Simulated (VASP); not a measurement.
# Al2SiF2 (P1) in VASP: a series of runs

The runs below take Al2SiF2 through equation of state, with PBE.

All numbers are computed with VASP 6.6.1; they aren't measurements. Logs are shortened: lines on timing, memory, paths and dates and some standing lists are left out, and cuts for length are marked.

### Step 1. The structure

The typed cell holds 10 atoms: a = 2.894 Å, b = 6.819 Å, c = 8.748 Å, α = 91.97°, β = 91.42°, γ = 100.21°.

The cell was built by a generator and needn't be a form met in nature.

### Step 2. Equation of state, PBE, 16.97 Å³/atom

INCAR reads:

```
ALGO = Normal ; EDIFF = 1E-6
EDIFFG = -0.02 ; ENCUT = 520
GGA = PE ; IBRION = 2
ISIF = 4 ; ISMEAR = 0
KPAR = 8 ; LASPH = True
LCHARG = False ; LREAL = False
LWAVE = False ; NELM = 100
NSW = 30 ; PREC = Accurate
SIGMA = 0.1
```

KPOINTS reads:

```
k-points
0
Gamma
  10 6 4
```

POSCAR reads:

```
Al2SiF2
1.0
    2.8936750000      0.0000000000      0.0000000000
   -1.2088590000      6.7111510000      0.0000000000
   -0.2173640000     -0.3453910000      8.7380850000
Al Si F
4 2 4
Direct
    0.9213940000      0.3688640000      0.8353130000
    0.9069940000      0.7545930000      0.7759680000
    0.3350490000      0.1168380000      0.2416290000
    0.1411360000      0.7254010000      0.0940180000
    0.7895070000      0.0147740000      0.9828450000
    0.4801730000      0.4152710000      0.0850780000
    0.3696640000      0.2838060000      0.7091580000
    0.4238860000      0.8181490000      0.6500550000
    0.8634360000      0.1587010000      0.3689580000
    0.2295520000      0.8494800000      0.2882170000
```

Potentials or basis: VASP PAW PBE potentials, release 64 (Al, Si, F).

On the command line:

```
$ cat potpaw_PBE.64/Al/POTCAR potpaw_PBE.64/Si/POTCAR potpaw_PBE.64/F/POTCAR > POTCAR
$ mpirun -np 8 vasp_std > vasp.out
```

OUTCAR:

```text
EDIFF = 1E-6
   EDIFFG = -0.02
   ENCUT = 520
   GGA = PE
   IBRION = 2
   ISIF = 4
   ISMEAR = 0
   LASPH = True
   LREAL = False
   NELM = 100
   NSW = 30
   PREC = Accurate

 ion  position               nearest neighbor table
   1  0.921  0.369  0.835-   7 1.88   7 1.91   6 2.60   6 2.66   2 2.71   5 2.75   4 3.23
   2  0.907  0.755  0.776-   8 1.88   8 1.88   5 2.56   1 2.71   4 2.87
   3  0.335  0.117  0.242-   9 1.84   9 1.84  10 1.86   6 2.47   5 2.72   5 2.78   4 2.88
   4  0.141  0.725  0.094-  10 1.86   6 2.48   5 2.58   6 2.59   5 2.70   2 2.87   3 2.88   1 3.23

   5  0.790  0.015  0.983-   2 2.56   4 2.58   4 2.70   3 2.72   1 2.75   3 2.78   6 3.13
   6  0.480  0.415  0.085-   3 2.47   4 2.48   4 2.59   1 2.60   1 2.66   5 3.13
   7  0.370  0.284  0.709-   1 1.88   1 1.91
   8  0.424  0.818  0.650-   2 1.88   2 1.88
   9  0.863  0.159  0.369-   3 1.84   3 1.84
  10  0.230  0.849  0.288-   3 1.86   4 1.86

  LATTYP: Found a triclinic cell.
 ALAT       =     9.2818095256
 B/A-ratio  =     1.2272974177
 C/A-ratio  =     1.9221340990
 COS(alpha) =     0.0004789500
 COS(beta)  =     0.5920444308
 COS(gamma) =     0.8011525300

  Lattice vectors:

 A1 = (   3.1110390000,   0.3453910000,  -8.7380850000)
 A2 = (   1.9021800000,   7.0565420000,  -8.7380850000)
 A3 = (   8.4224320000, -13.0769110000,  -8.7380850000)

Analysis of symmetry for initial positions (statically):
=====================================================================
 Subroutine PRICEL returns:
 Original cell was already a primitive cell.

 Routine SETGRP: Setting up the symmetry group for a
 triclinic supercell.

 Subroutine GETGRP returns: Found  1 space group operations
 (whereof  1 operations were pure point group operations)
 out of a pool of  2 trial point group operations.

The static configuration has the point symmetry C_1 .

Analysis of symmetry for dynamics (positions and initial velocities):
=====================================================================
 Subroutine PRICEL returns:
 Original cell was already a primitive cell.

 Routine SETGRP: Setting up the symmetry group for a
 triclinic supercell.

 Subroutine GETGRP returns: Found  1 space group operations
 (whereof  1 operations were pure point group operations)
 out of a pool of  2 trial point group operations.

The dynamic configuration has the point symmetry C_1 .

 Subroutine INISYM returns: Found  1 space group operations
 (whereof  1 operations are pure point group operations),
 and found     1 'primitive' translations

----------------------------------------------------------------------------------------

                                     Primitive cell

  volume of cell :     169.6926

  direct lattice vectors                    reciprocal lattice vectors
     2.893675000  0.000000000  0.000000000     0.345581311  0.062248499  0.011057000
    -1.208859000  6.711151000  0.000000000     0.000000000  0.149005737  0.005889762
    -0.217364000 -0.345391000  8.738085000     0.000000000  0.000000000  0.114441551

  length of vectors
     2.893675000  6.819155947  8.747609475     0.351316916  0.149122094  0.114441551

  position of ions in fractional coordinates (direct lattice)
     0.921394000  0.368864000  0.835313000
     0.906994000  0.754593000  0.775968000
     0.335049000  0.116838000  0.241629000
     0.141136000  0.725401000  0.094018000
     0.789507000  0.014774000  0.982845000
     0.480173000  0.415271000  0.085078000
     0.369664000  0.283806000  0.709158000
     0.423886000  0.818149000  0.650055000
     0.863436000  0.158701000  0.368958000
     0.229552000  0.849480000  0.288217000

  ion indices of the primitive-cell ions
   primitive index   ion index
                 1           1
                 2           2
                 3           3
                 4           4
                 5           5
                 6           6
                 7           7
                 8           8
                 9           9
                10          10

----------------------------------------------------------------------------------------

 KPOINTS: k-points

Automatic generation of k-mesh.
 Grid dimensions read from file:
 generate k-points for:   10    6    4

 Generating k-lattice:

  Cartesian coordinates                     Fractional coordinates (reciprocal lattice)
     0.034558131  0.006224850  0.001105700     0.100000000  0.000000000  0.000000000
     0.000000000  0.024834289  0.000981627     0.000000000  0.166666667 -0.000000000
     0.000000000  0.000000000  0.028610388     0.000000000  0.000000000  0.250000000

  Length of vectors
     0.035131692  0.024853682  0.028610388

  Shift w.r.t. Gamma in fractional coordinates (k-lattice)
     0.000000000  0.000000000  0.000000000

 Subroutine IBZKPT returns following result:
 ===========================================

 Found    124 irreducible k-points:

 Following reciprocal coordinates:
            Coordinates               Weight
  0.000000  0.000000  0.000000      1.000000
  0.100000  0.000000 -0.000000      2.000000
  0.200000  0.000000 -0.000000      2.000000
  0.300000  0.000000  0.000000      2.000000
  0.400000  0.000000  0.000000      2.000000
  0.500000  0.000000 -0.000000      1.000000
[... 16 lines left out ...]
 -0.400000  0.333333 -0.000000      2.000000
 -0.300000  0.333333 -0.000000      2.000000
 [... further k-points ...]
   k-points           NKPTS =    124   k-points in BZ     NKDIM =    124   number of bands    NBANDS=     30
   number of dos      NEDOS =    301   number of ions     NIONS =     10
   total plane-waves  NPLWV =  90720
   dimension x,y,z NGX =    24 NGY =   54 NGZ =   70
   dimension x,y,z NGXF=    48 NGYF=  108 NGZF=  140
   ions per type =               4   2   4
   NGX,Y,Z   is equivalent  to a cutoff of  13.79, 13.16, 13.30 a.u.
   NGXF,Y,Z  is equivalent  to a cutoff of  27.58, 26.33, 26.61 a.u.
 SYSTEM =  unknown system
   PREC   = accura    normal or accurate (medium, high low for compatibility)
   ISTART =      0    job   : 0-new  1-cont  2-samecut
   ICHARG =      2    charge: 1-file 2-atom 10-const
   ISPIN  =      1    spin polarized calculation?
   LNONCOLLINEAR =      F non collinear calculations
   LSORBIT =      F    spin-orbit coupling
   LASPH  =      T    aspherical Exc in radial PAW
   ENCUT  =  520.0 eV  38.22 Ry    6.18 a.u.   5.38 12.68 16.26*2*pi/ulx,y,z
   NELM   =    100;   NELMIN=  2; NELMDL= -5     # of ELM steps
   EDIFF  = 0.1E-05   stopping-criterion for ELM
   LREAL  =      F    real-space projection
   EDIFFG = -.2E-01   stopping-criterion for IOM
   NSW    =     30    number of steps for IOM
   IBRION =      2    ionic relax: 0-MD 1-quasi-New 2-CG
   NFREE  =      1    steps in history (QN), initial steepest desc. (CG)
   ISIF   =      4    stress and relaxation
   ISYM   =      2    0-nonsym 1-usesym 2-fastsym
   POTIM  = 0.5000    time-step for ionic-motion
   TEBEG  =    0.0;   TEEND  =   0.0 temperature during run
   PSTRESS=    0.0 pullay stress
   NELECT =      48.0000    total number of electrons
   NUPDOWN=      -1.0000    fix difference up-down
   EMIN   =  10.00;   EMAX   =-10.00  energy-range for DOS
   EFERMI =   0.00;   METHOD = LEGACY
   ISMEAR =     0;   SIGMA  =   0.10  broadening in eV -4-tet -1-fermi 0-gaus
   EFERMI_NEDOS =   21; number of points for ismear=-14 and -15
   IALGO  =     38    algorithm
   IMIX   =      4    mixing-type and parameters
     AMIX     =   0.40;   BMIX     =  1.00
     AMIX_MAG =   1.60;   BMIX_MAG =  1.00
  volume/ion in A,a.u.               =      16.97       114.51
  Fermi-wavevector in a.u.,A,eV,Ry     =   1.074651  2.030796 15.713034  1.154875
  Thomas-Fermi vector in A             =   2.210486
   LORBIT       =      0    0 simple, 1 ext, 2 COOP (PROOUT), +10 PAW based schemes
   GGA     = PE    functional components
   LHFCALC =     F    Hartree Fock is set to
   AEXX    =    0.0000 exact exchange contribution
   IVDW    =     0    specifies the selected vdW correction
   LEPSILON=     F    determine dielectric tensor
   LRPA    =     F    only Hartree local field effects (RPA)
 conjugate gradient relaxation of ions
 non-spin polarized calculation
 Gauss-broadening in eV      SIGMA  =   0.10
  energy-cutoff  :      520.00
  volume of cell :      169.69
 maximum number of plane-waves:      4596
 NGX is ok and might be reduce to    24
   NGX = 11   NGY = 25   NGZ = 33

--------------------------------------- Ionic step        1  -------------------------------------------

 number of electron      48.0000000 magnetization

 Free energy of the ion-electron system (eV)
  ---------------------------------------------------
  ext. energy  EPLUGINS =         0.00000000
  ---------------------------------------------------
  free energy    TOTEN  =       -48.41356126 eV

  energy without entropy =      -48.40704481  energy(sigma->0) =      -48.41030304

------------------------ aborting loop because EDIFF is reached ----------------------------------------

  FORCE on cell =-STRESS in cart. coord.  units (eV):
  Direction    XX          YY          ZZ          XY          YZ          ZX
  --------------------------------------------------------------------------------------
  -------------------------------------------------------------------------------------
  Total        0.5809978     -0.0058717     -0.5004677      0.0249821     -0.0042788     -0.0125196
  in kB        5.4855738     -0.0554380     -4.7252367      0.2358718     -0.0403985     -0.1182053
  external PRESSURE =       0.2349664 kB  Pullay stress =       0.0000000 kB
[... 113 lines left out ...]
  FREE ENERGIE OF THE ION-ELECTRON SYSTEM (eV)
  ---------------------------------------------------
  free  energy   TOTEN  =       -48.4197323584 eV

  energy  without entropy=      -48.4141019593  energy(sigma->0) =      -48.41691716

[... ionic steps 4 to 11 ...]

--------------------------------------- Ionic step       12  -------------------------------------------

 number of electron      48.0000011 magnetization

------------------------ aborting loop because EDIFF is reached ----------------------------------------
[... 83 lines left out ...]
--------------------------------------- Ionic step       14  -------------------------------------------

 number of electron      48.0000010 magnetization

 Free energy of the ion-electron system (eV)
  ---------------------------------------------------
  ext. energy  EPLUGINS =         0.00000000
  ---------------------------------------------------
  free energy    TOTEN  =       -48.42480416 eV

  energy without entropy =      -48.42020536  energy(sigma->0) =      -48.42250476

 E-fermi :   4.5821     XC(G=0):  -8.7078

 val. band max:        4.5567411930   @ k =   0.2000   0.0000   0.5000
 cond. band min:       4.6056414861   @ k =  -0.3000   0.3333  -0.0000
 fundamental gap:      0.0489002931
 Fermi energy:         4.5821375079

 k-point     1 :       0.0000    0.0000    0.0000
  band No.  band energies     occupation
      1     -21.9173      2.00000
      2     -21.6588      2.00000
      3     -21.3144      2.00000
      4     -21.2167      2.00000
      5      -6.9981      2.00000
      6      -4.8772      2.00000
[... 781 lines left out ...]
     29       7.8716      0.00000
     30       8.0722      0.00000

 [... further k-points ...]
[... 5 lines left out ...]
  --------------------------------------------------------------------------------------
  -------------------------------------------------------------------------------------
  Total       -0.0402874     -0.0596715     -0.0237348      0.0061883     -0.0027379      0.0042224
  in kB       -0.3803790     -0.5633966     -0.2240954      0.0584278     -0.0258499      0.0398663
  external PRESSURE =      -0.3892903 kB  Pullay stress =       0.0000000 kB
[... 25 lines left out ...]
  FREE ENERGIE OF THE ION-ELECTRON SYSTEM (eV)
  ---------------------------------------------------
  free  energy   TOTEN  =       -48.4248041557 eV

  energy  without entropy=      -48.4202053552  energy(sigma->0) =      -48.42250476

 reached required accuracy - stopping structural energy minimisation
```

Wall time 9.8 min (8 MPI ranks of Intel Xeon Platinum 8559C (Emerald Rapids), shared host); peak memory 0.69 GiB.

Results:

```yaml
Free_energy: -48.4248 eV
Pressure: 0.0 GPa
Largest_force: 0.017 eV/Å
Band_gap_on_the_k_mesh: none (metal or under the smearing width)
```

### Step 3. Equation of state, PBE, 16.46 Å³/atom (volume scaled by 0.97)

INCAR is that of step 2.

KPOINTS is that of step 2.

Edit POSCAR of step 2 so:

```diff
@@ -2,5 +2,5 @@
 1.0
-    2.8936750000      0.0000000000      0.0000000000
-   -1.2088590000      6.7111510000      0.0000000000
-   -0.2173640000     -0.3453910000      8.7380850000
+    2.8644439611      0.0000000000      0.0000000000
+   -1.1966474681      6.6433569609      0.0000000000
+   -0.2151682539     -0.3419019635      8.6498154802
 Al Si F
```

Potentials or basis: VASP PAW PBE potentials, release 64 (Al, Si, F).

On the command line:

```
$ cat potpaw_PBE.64/Al/POTCAR potpaw_PBE.64/Si/POTCAR potpaw_PBE.64/F/POTCAR > POTCAR
$ mpirun -np 8 vasp_std > vasp.out
```

Wall time 10 min (8 MPI ranks of Intel Xeon Platinum 8559C (Emerald Rapids), shared host); peak memory 0.65 GiB.

It converged, with:

```
Free energy            : -48.4132 eV
Pressure               : 0.4 GPa
Largest force          : 0.019 eV/Å
Band gap on the k mesh : none (metal or under the smearing width)
```

### Step 4. Equation of state, PBE, 17.48 Å³/atom (volume scaled by 1.03)

INCAR is that of step 3.

KPOINTS is that of step 3.

Edit POSCAR of step 3 so:

```diff
@@ -2,5 +2,5 @@
 1.0
-    2.8644439611      0.0000000000      0.0000000000
-   -1.1966474681      6.6433569609      0.0000000000
-   -0.2151682539     -0.3419019635      8.6498154802
+    2.9223271109      0.0000000000      0.0000000000
+   -1.2208286794      6.7776023613      0.0000000000
+   -0.2195162588     -0.3488109353      8.8246063200
 Al Si F
```

On the command line:

```
$ cat potpaw_PBE.64/Al/POTCAR potpaw_PBE.64/Si/POTCAR potpaw_PBE.64/F/POTCAR > POTCAR
$ mpirun -np 8 vasp_std > vasp.out
```

It took 15 min on 8 MPI ranks of Intel Xeon Platinum 8559C (Emerald Rapids), shared host; peak memory 0.72 GiB.

The run converged. Its results:

| Item | Value |
| --- | --- |
| Free energy | -48.4268 eV |
| Pressure | -0.2 GPa |
| Largest force | 0.014 eV/Å |
| Band gap on the k mesh | none (metal or under the smearing width) |

### Step 5. Equation of state, PBE, 15.95 Å³/atom (volume scaled by 0.94)

INCAR is that of step 4.

KPOINTS is that of step 4.

Edit POSCAR of step 4 so:

```diff
@@ -2,5 +2,5 @@
 1.0
-    2.9223271109      0.0000000000      0.0000000000
-   -1.2208286794      6.7776023613      0.0000000000
-   -0.2195162588     -0.3488109353      8.8246063200
+    2.8346038331      0.0000000000      0.0000000000
+   -1.1841814838      6.5741502931      0.0000000000
+   -0.2129267549     -0.3383402257      8.5597066828
 Al Si F
```

On the command line:

```
$ cat potpaw_PBE.64/Al/POTCAR potpaw_PBE.64/Si/POTCAR potpaw_PBE.64/F/POTCAR > POTCAR
$ mpirun -np 8 vasp_std > vasp.out
```

It took 13 min on 8 MPI ranks of Intel Xeon Platinum 8559C (Emerald Rapids), shared host; peak memory 0.64 GiB.

Results (log left out):

```yaml
Free_energy: -48.3842 eV
Pressure: 1.2 GPa
Largest_force: 0.018 eV/Å
Band_gap_on_the_k_mesh: none (metal or under the smearing width)
```

### Step 6. Equation of state, PBE, 17.99 Å³/atom (volume scaled by 1.06)

INCAR is that of step 5.

KPOINTS is that of step 5.

Edit POSCAR of step 5 so:

```diff
@@ -2,5 +2,5 @@
 1.0
-    2.8346038331      0.0000000000      0.0000000000
-   -1.1841814838      6.5741502931      0.0000000000
-   -0.2129267549     -0.3383402257      8.5597066828
+    2.9504281339      0.0000000000      0.0000000000
+   -1.2325681369      6.8427756128      0.0000000000
+   -0.2216271215     -0.3521650923      8.9094635094
 Al Si F
```

Potentials or basis: VASP PAW PBE potentials, release 64 (Al, Si, F).

On the command line:

```
$ cat potpaw_PBE.64/Al/POTCAR potpaw_PBE.64/Si/POTCAR potpaw_PBE.64/F/POTCAR > POTCAR
$ mpirun -np 8 vasp_std > vasp.out
```

It took 22 min on 8 MPI ranks of Intel Xeon Platinum 8559C (Emerald Rapids), shared host; peak memory 0.73 GiB.

The run converged. Its results:

- Free energy: -48.4237 eV
- Pressure: -0.3 GPa
- Largest force: 0.016 eV/Å
- Band gap on the k mesh: none (metal or under the smearing width)
